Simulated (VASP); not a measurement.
The system is WS2.

```
CELL_PARAMETERS angstrom
3.18000 0.00000 0.00000
-1.59000 2.75396 0.00000
0.00000 0.00000 12.50000
ATOMIC_POSITIONS crystal
W 0.33333 0.66667 0.25000
W 0.66667 0.33333 0.75000
S 0.33333 0.66667 0.62500
S 0.66667 0.33333 0.12500
S 0.33333 0.66667 0.87500
S 0.66667 0.33333 0.37500
```

* Program: VASP 6.6.1
* Task: relaxation of cell and atoms
* Functional: PBE
* Dispersion: D3(BJ)
* Potentials or basis: VASP PAW PBE potentials, release 64 (W_sv, S)
* Cutoff: 600 eV
* k mesh: 12 × 12 × 3
* Occupations: gaussian, width 0.03 eV
* Spin: no spin polarisation

At the start: pressure -1.5 GPa; volume 18.24 Å³/atom.

Where does the relaxation end?

Over 12 steps the energy falls by 5.5 meV/atom and the volume is 17.45 Å³/atom (-4.4 %); space group P6_3/mmc (No. 194, to 0.05 Å).

Step by step:
```tsv
step	energy change (eV)	largest force (eV/Å)	pressure (GPa)	volume (Å³)
1	0.0000	0.1376	-1.52	109.47
2	-0.0075	0.3287	1.82	106.74
3	-0.0119	0.2556	0.51	107.76
4	-0.0146	0.0716	-0.68	107.53
5	-0.0164	0.0531	-0.22	107.62
6	-0.0201	0.0478	-0.21	107.24
7	-0.0288	0.0341	-0.15	106.08
8	-0.0309	0.0028	0.17	103.77
9	-0.0329	0.0242	0.02	104.82
10	-0.0329	0.0218	0.03	104.68
11	-0.0325	0.0729	-0.38	104.65
12	-0.0330	0.0017	-0.07	104.67
```

Final structure:
```cif
data_structure
_symmetry_space_group_name_H-M 'P 1'
_symmetry_Int_Tables_number 1
_cell_length_a 3.1551
_cell_length_b 3.1551
_cell_length_c 12.1414
_cell_angle_alpha 90.000
_cell_angle_beta 90.000
_cell_angle_gamma 120.000
_cell_volume 104.67
loop_
_atom_site_label
_atom_site_type_symbol
_atom_site_fract_x
_atom_site_fract_y
_atom_site_fract_z
_atom_site_occupancy
W1 W 0.33333 0.66667 0.25000 1
W2 W 0.66667 0.33333 0.75000 1
S1 S 0.33333 0.66667 0.62032 1
S2 S 0.66667 0.33333 0.12032 1
S3 S 0.33333 0.66667 0.87968 1
S4 S 0.66667 0.33333 0.37968 1
```
